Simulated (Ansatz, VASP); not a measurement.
# Ti (Titanium) in two plane-wave programs

Wanted: the spread between two codes on one cell, functional and k mesh. The cell is taken from a series of runs on this material, whose earlier steps may have relaxed, scaled, displaced or heated it; both programs get it as it stands.

Method: plane waves, with VASP 6.6.1 beside it; zone-centre phonons at LDA, in Ansatz 0.2.0.

### Step 1. Starting point

Symmetry: P6_3/mmc, No. 194, hexagonal system. The conventional cell has a = 2.892 Å, b = 2.892 Å, c = 4.398 Å, α = 90.00°, β = 90.00°, γ = 120.00°. Ti has 12 Ti at 2.76 to 2.89 Å nearest.

### Step 2. VASP: zone-centre phonons, LDA

Second derivatives magnify differences that forces hide, and they need a tight electronic threshold.

Lines of VASP's logs that name or quote its potential files are left out, and so is its time.

Contents of INCAR:

```
SYSTEM = Ti
PREC = Accurate
ENCUT = 500
EDIFF = 1E-08
NELM = 120
ISMEAR = 1
SIGMA = 0.2
LREAL = .FALSE.
ALGO = Normal
GGA = PW92
NBANDS = 18
LASPH = .TRUE.
LORBIT = 11
LWAVE = .FALSE.
LCHARG = .FALSE.
ISIF = 2
IBRION = 8
GGA_COMPAT = .FALSE.
KPAR = 2
```

Contents of POSCAR:

```
Ti
1.0
    2.8920764454      0.0000000000      0.0000000000
   -1.4460382227      2.5046116714      0.0000000000
    0.0000000000      0.0000000000      4.3979741562
Ti
2
Direct
    0.3333334609      0.6666667943      0.2500000000
    0.6666667943      0.3333334609      0.7500000000
```

Contents of KPOINTS:

```
Automatic mesh
0
Gamma
18 18 12
0 0 0
```

PAW data sets: Ti_sv (LDA family, release 64).

Launch:

```sh
$ mpirun -np 2 vasp_std
```

Numbers of over 12 decimals in the logs are rounded to 6 here.

Output:

```text
[banner, memory and clock lines left out]
running    2 mpi-ranks, on    1 nodes
 distrk:  each k-point on    1 cores,    2 groups
 distr:  one band on    1 cores,    1 groups

 POSCAR found type information on POSCAR Ti
 POSCAR found :  1 types and       2 ions
|                                                                             |
|               ----> ADVICE to this user running VASP <----                  |
|                                                                             |
|     You enforced a specific xc type in the INCAR file but a different       |
|     [... a line on the potential file left out ...]
|     I HOPE YOU KNOW WHAT YOU ARE DOING!                                     |
|                                                                             |

 LDA part: xc-table for (Slater(with rela. corr.)+PW92), standard interpolation
 POSCAR, INCAR and KPOINTS ok, starting setup
 FFT: planning ... GRIDC
 FFT: planning ... GRID_SOFT
 FFT: planning ... GRID
 WAVECAR not read
 entering main loop
       N       E                     dE             d eps       ncg     rms          rms(c)
DAV:   1     0.252341912406E+03    0.25234E+03   -0.12947E+04  9364   0.164E+03
DAV:   2     0.103223804810E+02   -0.24202E+03   -0.23888E+03  9534   0.451E+02
DAV:   3    -0.178302431062E+02   -0.28153E+02   -0.27804E+02 17470   0.126E+02
DAV:   4    -0.188837398980E+02   -0.10535E+01   -0.10518E+01 10660   0.258E+01
DAV:   5    -0.189312286177E+02   -0.47489E-01   -0.47478E-01 14338   0.394E+00    0.126E+01
DAV:   6    -0.170616089069E+02    0.18696E+01   -0.67585E+00 11044   0.272E+01    0.340E+00
DAV:   7    -0.170415227306E+02    0.20086E-01   -0.74693E-01 14128   0.640E+00    0.206E+00
DAV:   8    -0.170706539431E+02   -0.29131E-01   -0.23851E-01 10646   0.608E+00    0.780E-01
DAV:   9    -0.170612364075E+02    0.94175E-02   -0.50243E-02 10582   0.258E+00    0.851E-02
DAV:  10    -0.170617388452E+02   -0.50244E-03   -0.33252E-03 13510   0.380E-01    0.928E-02
DAV:  11    -0.170617503895E+02   -0.11544E-04   -0.21698E-04 12244   0.126E-01    0.397E-02
DAV:  12    -0.170617381621E+02    0.12227E-04   -0.45663E-05 11214   0.667E-02    0.254E-03
DAV:  13    -0.170617379940E+02    0.16811E-06   -0.17437E-06 11954   0.109E-02    0.261E-03
DAV:  14    -0.170617382615E+02   -0.26752E-06   -0.35203E-07 10152   0.547E-03    0.992E-04
DAV:  15    -0.170617382500E+02    0.11479E-07   -0.63209E-08 11872   0.129E-03    0.896E-05
DAV:  16    -0.170617382442E+02    0.58076E-08   -0.12259E-09  5310   0.346E-04
   1 F= -.17061738E+02 E0= -.17063154E+02  d E =0.424686E-02
 Linear response reoptimize wavefunctions to high precision
DAV:   1    -0.170617382461E+02   -0.18676E-08   -0.39878E-10  5500   0.229E-04
DAV:   2    -0.170617382461E+02   -0.49567E-10   -0.11918E-10  5226   0.100E-04
 Linear response DOF=           2
 Linear response progress:
  Degree of freedom:   1/  2
       N       E                     dE             d eps       ncg     rms          rms(c)
 HAMIL_LR internal error: the vector H(1)-e(1) S(1) |phi(0)> is not orthogonal t
 o |phi(0)>         260           9 -1.815385381180814E-004
 HAMIL_LR internal error: the vector H(1)-e(1) S(1) |phi(0)> is not orthogonal t
 o |phi(0)>         261           9 -2.713129597381729E-004
 HAMIL_LR internal error: the vector H(1)-e(1) S(1) |phi(0)> is not orthogonal t
 o |phi(0)>         261          10 -1.417956436452622E-004
 HAMIL_LR internal error: the vector H(1)-e(1) S(1) |phi(0)> is not orthogonal t
 o |phi(0)>         262           9 -1.809113492456304E-004
 HAMIL_LR internal error: the vector H(1)-e(1) S(1) |phi(0)> is not orthogonal t
 o |phi(0)>         263           9 -2.668186692702905E-004
 HAMIL_LR internal error: the vector H(1)-e(1) S(1) |phi(0)> is not orthogonal t
 o |phi(0)>         263          10 -1.314654674342691E-004
 HAMIL_LR internal error: the vector H(1)-e(1) S(1) |phi(0)> is not orthogonal t
 o |phi(0)>         264           9 -1.796807056507173E-004
 HAMIL_LR internal error: the vector H(1)-e(1) S(1) |phi(0)> is not orthogonal t
 o |phi(0)>         265           9 -2.585836427243904E-004
 HAMIL_LR internal error: the vector H(1)-e(1) S(1) |phi(0)> is not orthogonal t
 o |phi(0)>         265          10 -1.136421651738856E-004
 HAMIL_LR internal error: the vector H(1)-e(1) S(1) |phi(0)> is not orthogonal t
 o |phi(0)>         266           9 -1.774381085907131E-004
 HAMIL_LR internal error: the vector H(1)-e(1) S(1) |phi(0)> is not orthogonal t
 o |phi(0)>         267           9 -2.453092977732128E-004
 HAMIL_LR internal error: the vector H(1)-e(1) S(1) |phi(0)> is not orthogonal t
 o |phi(0)>         268           9 -1.735160046226212E-004
 HAMIL_LR internal error: the vector H(1)-e(1) S(1) |phi(0)> is not orthogonal t
 o |phi(0)>         269           9 -2.253082531099007E-004
[...]
o |phi(0)>        1091          10 -1.262910996573940E-004
 HAMIL_LR internal error: the vector H(1)-e(1) S(1) |phi(0)> is not orthogonal t
 o |phi(0)>        1084           9 -2.413304177483755E-004
 HAMIL_LR internal error: the vector H(1)-e(1) S(1) |phi(0)> is not orthogonal t
 o |phi(0)>        1086          10 -1.916407620718430E-004
 HAMIL_LR internal error: the vector H(1)-e(1) S(1) |phi(0)> is not orthogonal t
 o |phi(0)>        1095           2  1.008074435762600E-004
[...]
HAMIL_LR internal error: the vector H(1)-e(1) S(1) |phi(0)> is not orthogonal t
 o |phi(0)>        1104           9 -1.462088808776851E-004
 HAMIL_LR internal error: the vector H(1)-e(1) S(1) |phi(0)> is not orthogonal t
 o |phi(0)>        1113          10 -1.503149483198102E-004
 HAMIL_LR internal error: the vector H(1)-e(1) S(1) |phi(0)> is not orthogonal t
 o |phi(0)>        1106          10 -2.233961884083591E-004
 HAMIL_LR internal error: the vector H(1)-e(1) S(1) |phi(0)> is not orthogonal t
 o |phi(0)>        1108          10 -1.834470724497161E-004
 HAMIL_LR internal error: the vector H(1)-e(1) S(1) |phi(0)> is not orthogonal t
 o |phi(0)>        1110           9 -1.549808221010807E-004
 HAMIL_LR internal error: the vector H(1)-e(1) S(1) |phi(0)> is not orthogonal t
 o |phi(0)>        1119           2  1.009591793494431E-004
 HAMIL_LR internal error: the vector H(1)-e(1) S(1) |phi(0)> is not orthogonal t
 o |phi(0)>        1119          10 -1.165780971724706E-004
 HAMIL_LR internal error: the vector H(1)-e(1) S(1) |phi(0)> is not orthogonal t
 o |phi(0)>        1119          18 -1.037284749540873E-004
 HAMIL_LR internal error: the vector H(1)-e(1) S(1) |phi(0)> is not orthogonal t
 o |phi(0)>        1114           2  1.007322383798765E-004
 HAMIL_LR internal error: the vector H(1)-e(1) S(1) |phi(0)> is not orthogonal t
 o |phi(0)>        1114           9 -1.419184984686739E-004
 HAMIL_LR internal error: the vector H(1)-e(1) S(1) |phi(0)> is not orthogonal t
 o |phi(0)>        1114          18 -1.127774963674000E-004
 HAMIL_LR internal error: the vector H(1)-e(1) S(1) |phi(0)> is not orthogonal t
 o |phi(0)>        1123           9 -1.250027883127336E-004
 HAMIL_LR internal error: the vector H(1)-e(1) S(1) |phi(0)> is not orthogonal t
 o |phi(0)>        1118           9 -1.319639658204919E-004
 HAMIL_LR internal error: the vector H(1)-e(1) S(1) |phi(0)> is not orthogonal t
 o |phi(0)>        1129           2  1.006675648738142E-004
 HAMIL_LR internal error: the vector H(1)-e(1) S(1) |phi(0)> is not orthogonal t
 o |phi(0)>        1129           9 -1.156718239135879E-004
 HAMIL_LR internal error: the vector H(1)-e(1) S(1) |phi(0)> is not orthogonal t
 o |phi(0)>        1129          18 -1.137614491270034E-004
 HAMIL_LR internal error: the vector H(1)-e(1) S(1) |phi(0)> is not orthogonal t
 o |phi(0)>        1131           2  1.009157791111988E-004
 HAMIL_LR internal error: the vector H(1)-e(1) S(1) |phi(0)> is not orthogonal t
 o |phi(0)>        1124           2  1.011147948571248E-004
 HAMIL_LR internal error: the vector H(1)-e(1) S(1) |phi(0)> is not orthogonal t
 HAMIL_LR internal error: the vector H(1)-e(1) S(1) |phi(0)> is not orthogonal t
 o |phi(0)>        1131          18 -1.144442339921781E-004
 HAMIL_LR internal error: the vector H(1)-e(1) S(1) |phi(0)> is not orthogonal t
 o |phi(0)>        1128          10 -1.224520393313389E-004
 HAMIL_LR internal error: the vector H(1)-e(1) S(1) |phi(0)> is not orthogonal t
 o |phi(0)>        1130          10 -1.030462888883393E-004
 HAMIL_LR internal error: the vector H(1)-e(1) S(1) |phi(0)> is not orthogonal t
 o |phi(0)>        1141           2  1.012104666116397E-004
 HAMIL_LR internal error: the vector H(1)-e(1) S(1) |phi(0)> is not orthogonal t
 o |phi(0)>        1143           2  1.010738187655915E-004
 HAMIL_LR internal error: the vector H(1)-e(1) S(1) |phi(0)> is not orthogonal t
 o |phi(0)>        1136           2  1.011085458018136E-004
 HAMIL_LR internal error: the vector H(1)-e(1) S(1) |phi(0)> is not orthogonal t
 o |phi(0)>        1143          18 -1.374326712747231E-004
 HAMIL_LR internal error: the vector H(1)-e(1) S(1) |phi(0)> is not orthogonal t
 o |phi(0)>        1145           2  1.012233085130312E-004
 HAMIL_LR internal error: the vector H(1)-e(1) S(1) |phi(0)> is not orthogonal t
 o |phi(0)>        1136          18 -1.203257509540950E-004
 HAMIL_LR internal error: the vector H(1)-e(1) S(1) |phi(0)> is not orthogonal t
 o |phi(0)>        1145          18 -1.279330354193031E-004
RMM:  23    -0.528791812746E+00    0.44946E-08   -0.14183E-06109260   0.227E-04    0.292E-05
 first order change of Fermi-energy   0.43899E-04
 force on displaced ion       1 direction 1 :  -1.190  -0.000   0.000
 Linear response progress:
  Degree of freedom:   2/  2
       N       E                     dE             d eps       ncg     rms          rms(c)
RMM:   1    -0.630641057047E+00   -0.63064E+00    0.34418E+01 14272   0.139E+02
RMM:   2    -0.597683837767E+00    0.32957E-01   -0.33481E-01 26307   0.476E+00    0.298E-01
RMM:   3    -0.595785212864E+00    0.18986E-02   -0.24296E-02 28874   0.131E+00    0.130E-01
RMM:   4    -0.597321121308E+00   -0.15359E-02   -0.94966E-03 33234   0.566E-01    0.389E-02
RMM:   5    -0.597836103358E+00   -0.51498E-03   -0.18641E-03 31613   0.234E-01    0.225E-02
RMM:   6    -0.598397057960E+00   -0.56095E-03   -0.78915E-04 34279   0.124E-01    0.110E-02
RMM:   7    -0.598693859921E+00   -0.29680E-03   -0.10677E-04 34618   0.553E-02    0.763E-03
RMM:   8    -0.599270303407E+00   -0.57644E-03   -0.32866E-05 30508   0.348E-02    0.294E-03
RMM:   9    -0.599276299456E+00   -0.59960E-05    0.43042E-06 34020   0.177E-02    0.134E-03
RMM:  10    -0.599248546825E+00    0.27753E-04   -0.46610E-06 34658   0.976E-03    0.218E-04
RMM:  11    -0.599248623252E+00   -0.76427E-07    0.35096E-06 36008   0.560E-03    0.223E-04
RMM:  12    -0.599255355506E+00   -0.67323E-05   -0.15656E-08 35174   0.348E-03    0.110E-04
RMM:  13    -0.599259454058E+00   -0.40986E-05    0.15945E-06 35495   0.231E-03    0.640E-05
RMM:  14    -0.599258537386E+00    0.91667E-06   -0.37485E-07 35785   0.159E-03    0.205E-05
[...]
RMM:  19    -0.599259130807E+00   -0.26265E-06   -0.18850E-07 32086   0.598E-04    0.135E-05
RMM:  20    -0.599259286188E+00   -0.15538E-06   -0.57736E-07 32742   0.535E-04    0.115E-05
RMM:  21    -0.599259217364E+00    0.68824E-07   -0.13712E-07 34909   0.470E-04    0.784E-06
RMM:  22    -0.599259263184E+00   -0.45820E-07   -0.36447E-07 36179   0.424E-04    0.711E-06
RMM:  23    -0.599259283620E+00   -0.20436E-07   -0.27398E-07 35653   0.391E-04    0.879E-06
RMM:  24    -0.599259348024E+00   -0.64403E-07   -0.30918E-07 34161   0.366E-04    0.893E-06
RMM:  25    -0.599259321289E+00    0.26734E-07   -0.32500E-07 32412   0.346E-04    0.108E-05
RMM:  26    -0.599259357229E+00   -0.35939E-07   -0.30374E-07 31494   0.329E-04    0.969E-06
 first order change of Fermi-energy  -0.12927E-03
 force on displaced ion       1 direction 3 :   0.000   0.000  -5.290
 Linear response finished
```

Parts of OUTCAR (step 2):

```text
ion  position               nearest neighbor table
   1  0.333  0.667  0.250-   2 2.76   2 2.76   2 2.76   2 2.76   2 2.76   2 2.76
   2  0.667  0.333  0.750-   1 2.76   1 2.76   1 2.76   1 2.76   1 2.76   1 2.76

  LATTYP: Found a hexagonal cell.
 ALAT       =     2.8920764454
 C/A-ratio  =     1.5206977544

 Subroutine GETGRP returns: Found 24 space group operations
 (whereof 12 operations were pure point group operations)

The static configuration has the point symmetry D_3d.
 The point group associated with its full space group is D_6h.

 Found    259 irreducible k-points:

   k-points           NKPTS =    259   k-points in BZ     NKDIM =    259   number of bands    NBANDS=     18

   dimension x,y,z NGX =    24 NGY =   24 NGZ =   32
   dimension x,y,z NGXF=    48 NGYF=   48 NGZF=   64

   ENCUT  =  500.0 eV  36.75 Ry    6.06 a.u.   5.27  5.27  8.02*2*pi/ulx,y,z

   NELECT =      24.0000    total number of electrons

 k-points in reciprocal lattice and weights: Automatic mesh
   0.00000000  0.00000000  0.00000000       0.000
   0.05555556 -0.00000000  0.00000000       0.002
   0.11111111 -0.00000000  0.00000000       0.002
   0.16666667  0.00000000  0.00000000       0.002
   0.22222222 -0.00000000  0.00000000       0.002
   0.27777778  0.00000000  0.00000000       0.002
   0.33333333  0.00000000  0.00000000       0.002
   0.38888889 -0.00000000  0.00000000       0.002
   0.44444444 -0.00000000  0.00000000       0.002
[...]
0.33333333  0.27777778  0.50000000       0.003
   0.33333333  0.33333333  0.50000000       0.001

 average (electrostatic) potential at core
       1 -71.4539       2 -71.4539

  Total       -0.0721733     -0.0721733      0.8505205      0.0000000      0.0000000      0.0000000
  in kB       -3.6298124     -3.6298124     42.7752474      0.0000000      0.0000000      0.0000000
  external PRESSURE =      11.8385409 kB  Pullay stress =       0.0000000 kB

  energy-cutoff  :      500.00
  volume of cell :       31.86
      direct lattice vectors                 reciprocal lattice vectors
     2.892076445  0.000000000  0.000000000     0.345772326  0.199631746  0.000000000
    -1.446038223  2.504611671  0.000000000     0.000000000  0.399263491  0.000000000
     0.000000000  0.000000000  4.397974156     0.000000000  0.000000000  0.227377416

 POSITION                                       TOTAL-FORCE (eV/Angst)
 -----------------------------------------------------------------------------------
      0.00000      1.66974      1.09949         0.000000      0.000000      0.000000
      1.44604      0.83487      3.29848        -0.000000     -0.000000      0.000000
 -----------------------------------------------------------------------------------
    total drift:                               -0.000356     -0.000617      0.000001

 Eigenvectors and eigenvalues of the dynamical matrix
 ----------------------------------------------------

   1 f  =    7.348763 THz    46.173639 2PiTHz  245.128347 cm-1    30.392028 meV
             X         Y         Z           dx          dy          dz
      0.000000  1.669741  1.099494     0.000000    0.000000   -0.707107
      1.446038  0.834871  3.298481     0.000000    0.000000    0.707107

   2 f  =    3.485504 THz    21.900065 2PiTHz  116.263885 cm-1    14.414878 meV
             X         Y         Z           dx          dy          dz
      0.000000  1.669741  1.099494    -0.707107    0.000010    0.000000
      1.446038  0.834871  3.298481     0.707107   -0.000010    0.000000

   3 f  =    3.485504 THz    21.900065 2PiTHz  116.263885 cm-1    14.414878 meV
             X         Y         Z           dx          dy          dz
      0.000000  1.669741  1.099494    -0.000010   -0.707107    0.000000
      1.446038  0.834871  3.298481     0.000010    0.707107    0.000000

   4 f  =    0.000000 THz     0.000000 2PiTHz    0.000000 cm-1     0.000000 meV
             X         Y         Z           dx          dy          dz
      0.000000  1.669741  1.099494     0.000000    0.000000    0.707107
      1.446038  0.834871  3.298481     0.000000    0.000000    0.707107

   5 f/i=    0.000000 THz     0.000000 2PiTHz    0.000000 cm-1     0.000000 meV
             X         Y         Z           dx          dy          dz
      0.000000  1.669741  1.099494     0.091356    0.701180    0.000000
      1.446038  0.834871  3.298481     0.091356    0.701180    0.000000

   6 f/i=    0.000000 THz     0.000000 2PiTHz    0.000002 cm-1     0.000000 meV
             X         Y         Z           dx          dy          dz
      0.000000  1.669741  1.099494    -0.701180    0.091356    0.000000
      1.446038  0.834871  3.298481    -0.701180    0.091356    0.000000

 ELASTIC MODULI CONTR FROM IONIC RELAXATION (kBar)
 Direction    XX          YY          ZZ          XY          YZ          ZX
 --------------------------------------------------------------------------------
 XX        -280.9983    280.9983      0.0000      0.0000      0.0000      0.0000
 YY         280.9983   -280.9983     -0.0000     -0.0000     -0.0000      0.0000
 ZZ           0.0000     -0.0000     -0.0000     -0.0000     -0.0000      0.0000
 XY           0.0000     -0.0000     -0.0000   -280.9983     -0.0000      0.0000
 YZ           0.0000     -0.0000     -0.0000     -0.0000     -0.0000      0.0000
 ZX           0.0000      0.0000      0.0000      0.0000      0.0000      0.0000
 --------------------------------------------------------------------------------
```

(Continued in part 2 of 2.)

[Lines on the potential files, build, host, timing and source positions are cut from VASP's logs without a mark.]

[Logs are printed without paths, hosts, clocks, repeated set-up lines and the standing remarks that a program may print on its own settings, such as how far it seeks lower states.]

[Hosts, paths, dates, database ids (printed as entryN), source tags and the programs' standing remarks are cut or masked in the printed files.]
